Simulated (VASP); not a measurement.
# LaRh3C (Pm-3m) in VASP: further runs

The runs below take LaRh3C through single point, relaxation of cell and atoms, with LDA.

All numbers are computed with VASP 6.6.1; they aren't measurements. Logs are shortened: lines on timing, memory, paths and dates and some standing lists are left out, and cuts for length are marked.

**1. The crystal as given**

The structure is cubic, space group Pm-3m (No. 221). The conventional cell has a = 4.253 Å, b = 4.253 Å, c = 4.253 Å, α = 90.00°, β = 90.00°, γ = 90.00°. La (site symmetry m-3m) is surrounded by 12 Rh at 3.01 Å. Rh (site symmetry 4/mmm) has 2 C at 2.13 Å as nearest neighbours. C (site symmetry m-3m) has 6 Rh at 2.13 Å as nearest neighbours.

The cell is a database's computed one.

**2. Single point, LDA (relaxed again under DFT LDA, scalar-relativistic, plane waves, PAW)**

The input, INCAR:

```
SYSTEM = LaRh3C
PREC = Accurate
ENCUT = 520
EDIFF = 1E-6
ISMEAR = 0
SIGMA = 0.1
LREAL = .FALSE.
LASPH = .TRUE.
NELM = 100
ALGO = Normal
ISIF = 2
LWAVE = .FALSE.
LCHARG = .TRUE.
LELF = .TRUE.
LVHAR = .TRUE.
NBANDS = 38
```

The input, KPOINTS:

```
Automatic mesh
0
G
  8 8 8
  0 0 0
```

The input, POSCAR:

```
LaRh3C
1.0
    4.1678240570      0.0000000000      0.0000000000
    0.0000000000      4.1678240570      0.0000000000
    0.0000000000      0.0000000000      4.1678240570
La Rh C
1 3 1
Direct
    0.5000000000      0.5000000000      0.5000000000
    0.5000000000      0.0000000000      0.0000000000
    0.0000000000      0.5000000000      0.0000000000
    0.0000000000      0.0000000000      0.5000000000
    0.0000000000      0.0000000000      0.0000000000
```

Potentials or basis: VASP PAW LDA potentials, release 64 (La, Rh_pv, C).

Started as:

```
> cat potpaw_LDA.64/La/POTCAR potpaw_LDA.64/Rh_pv/POTCAR potpaw_LDA.64/C/POTCAR > POTCAR
> mpirun -np 1 vasp_std > vasp.out
```

OUTCAR:

```text
SYSTEM = LaRh3C
   PREC = Accurate
   ENCUT = 520
   EDIFF = 1E-6
   ISMEAR = 0
   LREAL = .FALSE.
   LASPH = .TRUE.
   NELM = 100
   ISIF = 2

 ion  position               nearest neighbor table
   1  0.500  0.500  0.500-   2 2.95   3 2.95   4 2.95   2 2.95   3 2.95   2 2.95   4 2.95   2 2.95
                             3 2.95   4 2.95   3 2.95   4 2.95
   2  0.500  0.000  0.000-   5 2.08   5 2.08   4 2.95   1 2.95   1 2.95   4 2.95   1 2.95   3 2.95
                             1 2.95   3 2.95   4 2.95   3 2.95   4 2.95   3 2.95
   3  0.000  0.500  0.000-   5 2.08   5 2.08   4 2.95   1 2.95   1 2.95   4 2.95   2 2.95   4 2.95
                             2 2.95   4 2.95   1 2.95   2 2.95   1 2.95   2 2.95
   4  0.000  0.000  0.500-   5 2.08   5 2.08   3 2.95   1 2.95   2 2.95   3 2.95   2 2.95   1 2.95
                             3 2.95   3 2.95   1 2.95   2 2.95   2 2.95   1 2.95
   5  0.000  0.000  0.000-   2 2.08   3 2.08   4 2.08   4 2.08   3 2.08   2 2.08

  LATTYP: Found a simple cubic cell.
 ALAT       =     4.1678240570

  Lattice vectors:

 A1 = (   4.1678240570,   0.0000000000,   0.0000000000)
 A2 = (   0.0000000000,   4.1678240570,   0.0000000000)
 A3 = (   0.0000000000,   0.0000000000,   4.1678240570)

Analysis of symmetry for initial positions (statically):
=====================================================================
 Subroutine PRICEL returns:
 Original cell was already a primitive cell.

 Routine SETGRP: Setting up the symmetry group for a
 simple cubic supercell.

 Subroutine GETGRP returns: Found 48 space group operations
 (whereof 48 operations were pure point group operations)
 out of a pool of 48 trial point group operations.

The static configuration has the point symmetry O_h .

Analysis of symmetry for dynamics (positions and initial velocities):
=====================================================================
 Subroutine PRICEL returns:
 Original cell was already a primitive cell.

 Routine SETGRP: Setting up the symmetry group for a
 simple cubic supercell.

 Subroutine GETGRP returns: Found 48 space group operations
 (whereof 48 operations were pure point group operations)
 out of a pool of 48 trial point group operations.

The dynamic configuration has the point symmetry O_h .

 Subroutine INISYM returns: Found 48 space group operations
 (whereof 48 operations are pure point group operations),
 and found     1 'primitive' translations

----------------------------------------------------------------------------------------

                                     Primitive cell

  volume of cell :      72.3983

  direct lattice vectors                    reciprocal lattice vectors
     4.167824057  0.000000000  0.000000000     0.239933353  0.000000000  0.000000000
     0.000000000  4.167824057  0.000000000     0.000000000  0.239933353  0.000000000
     0.000000000  0.000000000  4.167824057     0.000000000  0.000000000  0.239933353

  length of vectors
     4.167824057  4.167824057  4.167824057     0.239933353  0.239933353  0.239933353

  position of ions in fractional coordinates (direct lattice)
     0.500000000  0.500000000  0.500000000
     0.500000000  0.000000000  0.000000000
     0.000000000  0.500000000  0.000000000
     0.000000000  0.000000000  0.500000000
     0.000000000  0.000000000  0.000000000

  ion indices of the primitive-cell ions
   primitive index   ion index
                 1           1
                 2           2
                 3           3
                 4           4
                 5           5

----------------------------------------------------------------------------------------

 KPOINTS: Automatic mesh

Automatic generation of k-mesh.
 Grid dimensions read from file:
 generate k-points for:    8    8    8

 Generating k-lattice:

  Cartesian coordinates                     Fractional coordinates (reciprocal lattice)
     0.029991669  0.000000000  0.000000000     0.125000000  0.000000000  0.000000000
     0.000000000  0.029991669  0.000000000     0.000000000  0.125000000  0.000000000
     0.000000000  0.000000000  0.029991669     0.000000000  0.000000000  0.125000000

  Length of vectors
     0.029991669  0.029991669  0.029991669

  Shift w.r.t. Gamma in fractional coordinates (k-lattice)
     0.000000000  0.000000000  0.000000000

 Subroutine IBZKPT returns following result:
 ===========================================

 Found     35 irreducible k-points:

 Following reciprocal coordinates:
            Coordinates               Weight
  0.000000  0.000000  0.000000      1.000000
  0.125000  0.000000  0.000000      6.000000
  0.250000  0.000000  0.000000      6.000000
  0.375000  0.000000  0.000000      6.000000
  0.500000  0.000000  0.000000      3.000000
  0.125000  0.125000  0.000000     12.000000
[... 16 lines left out ...]
  0.375000  0.375000  0.125000     24.000000
  0.500000  0.375000  0.125000     24.000000
 [... further k-points ...]
   k-points           NKPTS =     35   k-points in BZ     NKDIM =     35   number of bands    NBANDS=     38
   number of dos      NEDOS =    301   number of ions     NIONS =      5
   total plane-waves  NPLWV =  32768
   dimension x,y,z NGX =    32 NGY =   32 NGZ =   32
   dimension x,y,z NGXF=    64 NGYF=   64 NGZF=   64
   ions per type =               1   3   1
   NGX,Y,Z   is equivalent  to a cutoff of  12.76, 12.76, 12.76 a.u.
   NGXF,Y,Z  is equivalent  to a cutoff of  25.53, 25.53, 25.53 a.u.
 SYSTEM =  LaRh3C
   PREC   = accura    normal or accurate (medium, high low for compatibility)
   ISTART =      0    job   : 0-new  1-cont  2-samecut
   ICHARG =      2    charge: 1-file 2-atom 10-const
   ISPIN  =      1    spin polarized calculation?
   LNONCOLLINEAR =      F non collinear calculations
   LSORBIT =      F    spin-orbit coupling
   LASPH  =      T    aspherical Exc in radial PAW
   ENCUT  =  520.0 eV  38.22 Ry    6.18 a.u.   7.75  7.75  7.75*2*pi/ulx,y,z
   NELM   =    100;   NELMIN=  2; NELMDL= -5     # of ELM steps
   EDIFF  = 0.1E-05   stopping-criterion for ELM
   LREAL  =      F    real-space projection
   EDIFFG = 0.1E-04   stopping-criterion for IOM
   NSW    =      0    number of steps for IOM
   IBRION =     -1    ionic relax: 0-MD 1-quasi-New 2-CG
   NFREE  =      0    steps in history (QN), initial steepest desc. (CG)
   ISIF   =      2    stress and relaxation
   ISYM   =      2    0-nonsym 1-usesym 2-fastsym
   POTIM  = 0.5000    time-step for ionic-motion
   TEBEG  =    0.0;   TEEND  =   0.0 temperature during run
   PSTRESS=    0.0 pullay stress
   NELECT =      60.0000    total number of electrons
   NUPDOWN=      -1.0000    fix difference up-down
   EMIN   =  10.00;   EMAX   =-10.00  energy-range for DOS
   EFERMI =   0.00;   METHOD = LEGACY
   ISMEAR =     0;   SIGMA  =   0.10  broadening in eV -4-tet -1-fermi 0-gaus
   EFERMI_NEDOS =   21; number of points for ismear=-14 and -15
   IALGO  =     38    algorithm
   IMIX   =      4    mixing-type and parameters
     AMIX     =   0.40;   BMIX     =  1.00
     AMIX_MAG =   1.60;   BMIX_MAG =  1.00
  volume/ion in A,a.u.               =      14.48        97.71
  Fermi-wavevector in a.u.,A,eV,Ry     =   1.537739  2.905905 32.172884  2.364640
  Thomas-Fermi vector in A             =   2.644205
   LORBIT       =      0    0 simple, 1 ext, 2 COOP (PROOUT), +10 PAW based schemes
   GGA     = CA    functional components
   LHFCALC =     F    Hartree Fock is set to
   AEXX    =    0.0000 exact exchange contribution
   IVDW    =     0    specifies the selected vdW correction
   LEPSILON=     F    determine dielectric tensor
   LRPA    =     F    only Hartree local field effects (RPA)
 non-spin polarized calculation
 Gauss-broadening in eV      SIGMA  =   0.10
  energy-cutoff  :      520.00
  volume of cell :       72.40
 maximum number of plane-waves:      1980
 NGX is ok and might be reduce to    32
   NGX = 15   NGY = 15   NGZ = 15

 number of electron      60.0000007 magnetization

 Free energy of the ion-electron system (eV)
  ---------------------------------------------------
  ext. energy  EPLUGINS =         0.00000000
  ---------------------------------------------------
  free energy    TOTEN  =       -43.73683041 eV

  energy without entropy =      -43.73193408  energy(sigma->0) =      -43.73438224

 E-fermi :  11.7234     XC(G=0): -13.2353

 val. band max:       11.7050138736   @ k =   0.1250   0.1250   0.0000
 cond. band min:      11.7364085154   @ k =   0.1250   0.1250   0.0000
 fundamental gap:      0.0313946418
 Fermi energy:        11.7234111258

 k-point     1 :       0.0000    0.0000    0.0000
  band No.  band energies     occupation
      1     -35.0569      2.00000
      2     -35.0569      2.00000
      3     -35.0569      2.00000
      4     -34.4975      2.00000
      5     -34.4975      2.00000
      6     -34.4975      2.00000
[... 30 lines left out ...]
     37      14.7660      0.00000
     38      14.7660      0.00000

 k-point     2 :       0.1250    0.0000    0.0000
  band No.  band energies     occupation
      1     -35.0554      2.00000
      2     -35.0554      2.00000
      3     -35.0543      2.00000
      4     -34.5012      2.00000
      5     -34.4979      2.00000
      6     -34.4979      2.00000
[... 30 lines left out ...]
     37      14.7740      0.00000
     38      14.7801      0.00000

 k-point     3 :       0.2500    0.0000    0.0000
  band No.  band energies     occupation
      1     -35.0517      2.00000
      2     -35.0517      2.00000
      3     -35.0477      2.00000
      4     -34.5104      2.00000
      5     -34.4992      2.00000
      6     -34.4992      2.00000
[... 30 lines left out ...]
     37      14.7959      0.00000
[... 781 lines left out ...]
 k-point    23 :       0.3750    0.3750    0.1250
  band No.  band energies     occupation
      1     -35.1485      2.00000
      2     -35.0156      2.00000
      3     -34.9520      2.00000
      4     -34.5818      2.00000
      5     -34.5341      2.00000
      6     -34.5331      2.00000
[... 30 lines left out ...]
     37      14.8540      0.00000
     38      14.9408      0.00000

 k-point    24 :       0.5000    0.3750    0.1250
  band No.  band energies     occupation
      1     -35.1552      2.00000
      2     -35.0140      2.00000
      3     -34.9437      2.00000
      4     -34.5883      2.00000
      5     -34.5378      2.00000
      6     -34.5336      2.00000
[... 30 lines left out ...]
     37      14.8395      0.00000
     38      14.9114      0.00000

 [... further k-points ...]

------------------------ aborting loop because EDIFF is reached ----------------------------------------

  FORCE on cell =-STRESS in cart. coord.  units (eV):
  Direction    XX          YY          ZZ          XY          YZ          ZX
  --------------------------------------------------------------------------------------
  -------------------------------------------------------------------------------------
  Total        0.1721594      0.1721594      0.1721594      0.0000000      0.0000000     -0.0000000
  in kB        3.8098962      3.8098962      3.8098962      0.0000000      0.0000000     -0.0000000
  external PRESSURE =       3.8098962 kB  Pullay stress =       0.0000000 kB

 VOLUME and BASIS-vectors are now :
 -----------------------------------------------------------------------------
  energy-cutoff  :      520.00
  volume of cell :       72.40
      direct lattice vectors                 reciprocal lattice vectors
     4.167824057  0.000000000  0.000000000     0.239933353  0.000000000  0.000000000
     0.000000000  4.167824057  0.000000000     0.000000000  0.239933353  0.000000000
     0.000000000  0.000000000  4.167824057     0.000000000  0.000000000  0.239933353

 POSITION                                       TOTAL-FORCE (eV/Angst)
 -----------------------------------------------------------------------------------
      2.08391      2.08391      2.08391         0.000000      0.000000      0.000000
      2.08391      0.00000      0.00000         0.000000      0.000000      0.000000
      0.00000      2.08391      0.00000         0.000000      0.000000      0.000000
      0.00000      0.00000      2.08391         0.000000      0.000000      0.000000
      0.00000      0.00000      0.00000         0.000000      0.000000      0.000000
 -----------------------------------------------------------------------------------
    total drift:                                0.000000      0.000000     -0.000000

  FREE ENERGIE OF THE ION-ELECTRON SYSTEM (eV)
  ---------------------------------------------------
  free  energy   TOTEN  =       -43.7368304064 eV

  energy  without entropy=      -43.7319340785  energy(sigma->0) =      -43.73438224
```

It took 35 s on 1 thread of Intel Xeon 6975P-C (Granite Rapids), shared host; peak memory 0.22 GiB.

What came out:

* Free energy: -43.7368 eV
* Pressure: 0.4 GPa
* Band gap on the k mesh: none (metal or under the smearing width)

Levels at points of the mesh, in eV from the Fermi level:
| k point | band 28 | band 29 | band 30 | band 31 | band 32 | band 33 |
| --- | --- | --- | --- | --- | --- | --- |
| (0.00, 0.00, 0.00) | -1.92 | -0.31 | -0.31 | -0.31 | -0.30 | 2.76 |
| (0.50, 0.00, 0.00) | -1.57 | -1.39 | -0.31 | 0.25 | 0.25 | 2.32 |
| (0.50, 0.50, 0.00) | -1.78 | -1.78 | -1.10 | 0.98 | 0.98 | 1.34 |
| (0.50, 0.50, 0.50) | -0.48 | -0.48 | 1.35 | 1.35 | 1.35 | 2.27 |

**3. Relaxation of cell and atoms, LDA**

The input, INCAR:

```
SYSTEM = LaRh3C
PREC = Accurate ; ENCUT = 600
EDIFF = 1E-6 ; ISMEAR = 0
SIGMA = 0.1 ; LREAL = .FALSE.
LASPH = .TRUE. ; NELM = 100
ALGO = Fast ; ISIF = 3
LWAVE = .FALSE. ; LCHARG = .FALSE.
GGA = CA ; IBRION = 2
NSW = 70 ; EDIFFG = -0.005
```

The input, KPOINTS:

```
regular mesh
0
G
  8 8 8
  0 0 0
```

Edit POSCAR of step 2 so:

```diff
@@ -2,5 +2,5 @@
 1.0
-    4.1678240570      0.0000000000      0.0000000000
-    0.0000000000      4.1678240570      0.0000000000
-    0.0000000000      0.0000000000      4.1678240570
+    4.2527467423      0.0000000000      0.0000000000
+    0.0000000000      4.2527467423      0.0000000000
+    0.0000000000      0.0000000000      4.2527467423
 La Rh C
```

Potentials or basis: VASP PAW LDA potentials, release 64 (La, Rh_pv, C).

Started as:

```
> cat potpaw_LDA.64/La/POTCAR potpaw_LDA.64/Rh_pv/POTCAR potpaw_LDA.64/C/POTCAR > POTCAR
> mpirun -np 1 vasp_std > vasp.out
```

OUTCAR:

```text
SYSTEM = LaRh3C
   PREC = Accurate
   ENCUT = 600
   EDIFF = 1E-6
   ISMEAR = 0
   LREAL = .FALSE.
   LASPH = .TRUE.
   NELM = 100
   ISIF = 3
   GGA = CA
   IBRION = 2
   NSW = 70
   EDIFFG = -0.005

 ion  position               nearest neighbor table
   1  0.500  0.500  0.500-   2 3.01   3 3.01   4 3.01   2 3.01   3 3.01   2 3.01   4 3.01   2 3.01
                             3 3.01   4 3.01   3 3.01   4 3.01
   2  0.500  0.000  0.000-   5 2.13   5 2.13   4 3.01   1 3.01   1 3.01   4 3.01   1 3.01   3 3.01
                             1 3.01   3 3.01   4 3.01   3 3.01   4 3.01   3 3.01
   3  0.000  0.500  0.000-   5 2.13   5 2.13   4 3.01   1 3.01   1 3.01   4 3.01   2 3.01   4 3.01
                             2 3.01   4 3.01   1 3.01   2 3.01   1 3.01   2 3.01
   4  0.000  0.000  0.500-   5 2.13   5 2.13   3 3.01   1 3.01   2 3.01   3 3.01   2 3.01   1 3.01
                             3 3.01   3 3.01   1 3.01   2 3.01   2 3.01   1 3.01
   5  0.000  0.000  0.000-   2 2.13   3 2.13   4 2.13   4 2.13   3 2.13   2 2.13

  LATTYP: Found a simple cubic cell.
[... 321 lines left out ...]

 val. band max:       11.6774367247   @ k =   0.1250   0.1250   0.0000
 cond. band min:      11.7087778320   @ k =   0.1250   0.1250   0.0000
 fundamental gap:      0.0313411073
 Fermi energy:        11.6957496530

 k-point     1 :       0.0000    0.0000    0.0000
  band No.  band energies     occupation
      1     -35.0792      2.00000
      2     -35.0792      2.00000
      3     -35.0792      2.00000
      4     -34.5205      2.00000
      5     -34.5205      2.00000
      6     -34.5205      2.00000
[... 925 lines left out ...]
     35      14.6384      0.00000
     36      14.8130      0.00000

 [... further k-points ...]

------------------------ aborting loop because EDIFF is reached ----------------------------------------

  FORCE on cell =-STRESS in cart. coord.  units (eV):
  Direction    XX          YY          ZZ          XY          YZ          ZX
  --------------------------------------------------------------------------------------
  -------------------------------------------------------------------------------------
  Total       -0.0221634     -0.0221634     -0.0221634      0.0000000      0.0000000     -0.0000000
  in kB       -0.4896861     -0.4896861     -0.4896861      0.0000000      0.0000000     -0.0000000
  external PRESSURE =      -0.4896861 kB  Pullay stress =       0.0000000 kB
[... 20 lines left out ...]
  FREE ENERGIE OF THE ION-ELECTRON SYSTEM (eV)
  ---------------------------------------------------
  free  energy   TOTEN  =       -43.7414784679 eV

  energy  without entropy=      -43.7365887487  energy(sigma->0) =      -43.73903361

 reached required accuracy - stopping structural energy minimisation
```

OSZICAR:

```text
N       E                     dE             d eps       ncg     rms          rms(c)
DAV:   1     0.692491840490E+03    0.69249E+03   -0.35273E+04  3224   0.293E+03
DAV:   2     0.515744546870E+02   -0.64092E+03   -0.61909E+03  2580   0.582E+02
DAV:   3    -0.361577870358E+02   -0.87732E+02   -0.82348E+02  3552   0.175E+02
DAV:   4    -0.457710383773E+02   -0.96133E+01   -0.93922E+01  4552   0.607E+01
[... 97 lines left out ...]
RMM:   3    -0.437415062484E+02    0.32304E-03   -0.92003E-04  3352   0.286E-01    0.469E-02
RMM:   4    -0.437414854183E+02    0.20830E-04   -0.53690E-04  3327   0.172E-01    0.237E-02
RMM:   5    -0.437414772171E+02    0.82012E-05   -0.13272E-04  3233   0.912E-02    0.137E-02
RMM:   6    -0.437414778707E+02   -0.65365E-06   -0.27529E-05  2469   0.367E-02    0.271E-03
RMM:   7    -0.437414784679E+02   -0.59715E-06   -0.65336E-06  1957   0.297E-02
   4 F= -.43741478E+02 E0= -.43739034E+02  d E =-.163325E+00
```

CONTCAR:

```text
LaRh3C
   1.00000000000000
     4.1700676305797613    0.0000000000000000    0.0000000000000000
     0.0000000000000000    4.1700676305797613    0.0000000000000000
    -0.0000000000000000    0.0000000000000000    4.1700676305797613
  La              Rh              C
     1     3     1
Direct
     0.5000000000000000    0.5000000000000000    0.5000000000000000
     0.5000000000000000    0.0000000000000000    0.0000000000000000
     0.0000000000000000    0.5000000000000000    0.0000000000000000
     0.0000000000000000    0.0000000000000000    0.5000000000000000
     0.0000000000000000    0.0000000000000000    0.0000000000000000

  0.00000000E+00  0.00000000E+00  0.00000000E+00
  0.00000000E+00  0.00000000E+00  0.00000000E+00
  0.00000000E+00  0.00000000E+00  0.00000000E+00
  0.00000000E+00  0.00000000E+00  0.00000000E+00
  0.00000000E+00  0.00000000E+00  0.00000000E+00
```

It took 5.6 min on 1 thread of Intel Xeon 6975P-C (Granite Rapids), shared host; peak memory 0.3 GiB.

What came out:

* Free energy: -43.7415 eV
* Relaxed volume: 14.50 Å³/atom
* Relaxed cell: a = 4.170 Å, b = 4.170 Å, c = 4.170 Å, α = 90.00°, β = 90.00°, γ = 90.00°
* Space group after relaxing (to 0.05 Å): Pm-3m (No. 221)
* Energy gained by relaxing: 32.7 meV/atom
* Ionic steps: 4
* Pressure after relaxing: 0.0 GPa
* Band gap on the k mesh: none (metal or under the smearing width)

Step by step:
| step | energy change (eV) | largest force (eV/Å) | pressure (GPa) | volume (Å³) |
| --- | --- | --- | --- | --- |
| 1 | 0.0000 | 0.0000 | -11.19 | 76.91 |
| 2 | 0.3806 | 0.0000 | 27.63 | 65.56 |
| 3 | -0.1632 | 0.0000 | -0.39 | 72.63 |
| 4 | -0.1633 | 0.0000 | -0.05 | 72.52 |

Final structure:
```xyz
5
Lattice="4.1701 0.0000 0.0000 0.0000 4.1701 0.0000 0.0000 0.0000 4.1701" Properties=species:S:1:pos:R:3 pbc="T T T"
La    2.0850    2.0850    2.0850
Rh    2.0850    0.0000    0.0000
Rh    0.0000    2.0850    0.0000
Rh    0.0000    0.0000    2.0850
C     0.0000    0.0000    0.0000
```

Spin-orbit coupling is left out, which matters for the levels of La.
